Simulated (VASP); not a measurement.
Runs of VASP 6.6.1 on KI (Potassium Iodide). The cell holds a molecule in a box, 2 atoms: a = 9.000 Å, b = 9.000 Å, c = 13.000 Å, α = 90.00°, β = 90.00°, γ = 90.00°. 

| task | level | potentials or basis | cell | grid for exact exchange (PRECFOCK) | screening parameter | gap on the mesh (eV) | largest force (eV/Å) |
| --- | --- | --- | --- | --- | --- | --- | --- |
| single point | r2SCAN+D4 | VASP PAW PBE potentials, release 64 (K_sv, I) | as given | - | - | (b) | 0.07 |
| single point | HSE06+D4 | VASP PAW PBE potentials, release 64 (K_sv, I) | as given | Normal | 0.2 1/A | 3.30 | (a) |
| relaxation of the atoms | vdW-DF2 | VASP PAW PBE potentials, release 64 (K_sv, I) | atoms relaxed | - | - | 2.02 | - |
| atomic charges | PBE+TS | VASP PAW PBE potentials, release 64 (K_sv, I) | as given | - | - | 2.44 | 0.08 |
| electron localisation function | PBE | VASP PAW PBE potentials, release 64 (K_sv, I) | as given | - | - | 2.44 | 0.02 |
| single point | TPSS+D4 | VASP PAW PBE potentials, release 64 (K_sv, I) | as given | - | - | (c) | 0.06 |
| relaxation of the atoms | LDA | VASP PAW LDA potentials, release 64 (K_sv, I) | atoms relaxed | - | - | 2.74 | - |

Alike in all rows: no spin polarisation; k mesh 1 × 1 × 1; cutoff (eV) 520; smearing gaussian 0.01 eV.

Estimate the missing entries.

(a) 0.01; (b) 3.31; (c) 2.59.

Caveats: spin-orbit coupling is left out, which moves the levels of the heavy elements; the PAW data sets were made with another functional, which shifts forces and pressure a little (some runs).

A k mesh can miss the band edges, and the runs leave out spin-orbit coupling on I.

Not every run made on this cell is shown here.
